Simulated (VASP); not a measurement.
Consider the following.

```xyz
2
Lattice="2.4389 0.0000 0.0000 -1.2194 2.1121 0.0000 0.0000 0.0000 4.0822" Properties=species:S:1:pos:R:3 pbc="T T T"
Ni     0.0000     1.4081     1.0205
Ni     1.2194     0.7040     3.0616
```

Method: r2SCAN meta-GGA, VASP's PBE PAW potentials (set 64) (plane waves; VASP). Settings: 400 eV cut-off, 19×19×10 Γ-centred mesh, tetrahedra with Blöchl corrections, potentials Ni.

The run has a spin-polarised start.

Task: Give the spin-up energies of bands 1 to 12 at the high-symmetry points, in eV from the Fermi level.

Result: 
```csv
band,Γ,M,K,A,L,H
1,-9.62,-5.00,-4.24,-7.34,-5.14,-3.92
2,-5.46,-4.97,-4.12,-7.34,-5.14,-3.92
3,-3.09,-4.51,-4.12,-3.33,-4.00,-3.84
4,-2.83,-2.75,-3.87,-3.33,-4.00,-3.84
5,-2.83,-2.67,-2.91,-2.84,-1.80,-3.23
6,-2.58,-2.64,-2.91,-2.84,-1.80,-3.23
7,-2.58,-2.60,-2.29,-2.84,-1.39,-2.11
8,-1.87,-0.98,-1.37,-2.84,-1.39,-2.11
9,-1.87,-0.86,-1.37,-1.26,-0.91,-1.09
10,-0.94,-0.78,-1.05,-1.26,-0.91,-1.09
11,-0.94,1.03,4.55,-1.26,1.47,5.82
12,-0.69,3.16,5.43,-1.26,1.47,5.82
```

Task: Give the spin-down energies of bands 1 to 12 at the high-symmetry points, in eV from the Fermi level.

Result: 
```tsv
band	Γ	M	K	A	L	H
1	-9.86	-4.46	-3.73	-7.52	-4.63	-3.28
2	-4.75	-4.15	-3.35	-7.52	-4.63	-3.28
3	-1.72	-4.05	-3.35	-2.09	-3.12	-3.21
4	-1.72	-2.19	-3.22	-2.09	-3.12	-3.21
5	-1.63	-2.10	-2.33	-1.78	-1.10	-2.45
6	-1.43	-1.99	-2.33	-1.78	-1.10	-2.45
7	-1.43	-1.27	-1.22	-1.78	-0.26	-1.18
8	-1.16	-0.02	-0.30	-1.78	-0.26	-1.18
9	-1.16	0.30	0.13	-0.45	0.38	0.31
10	-0.88	0.43	0.13	-0.45	0.38	0.31
11	-0.18	1.90	4.96	-0.45	1.59	6.07
12	-0.18	3.77	5.86	-0.45	1.59	6.07
```

It has no gap at this level: it comes out as a metal or semimetal.

The structure comes from a computed database's Ni entry (P6_3/mmc); how it stands against other phases isn't given here. It was relaxed first.
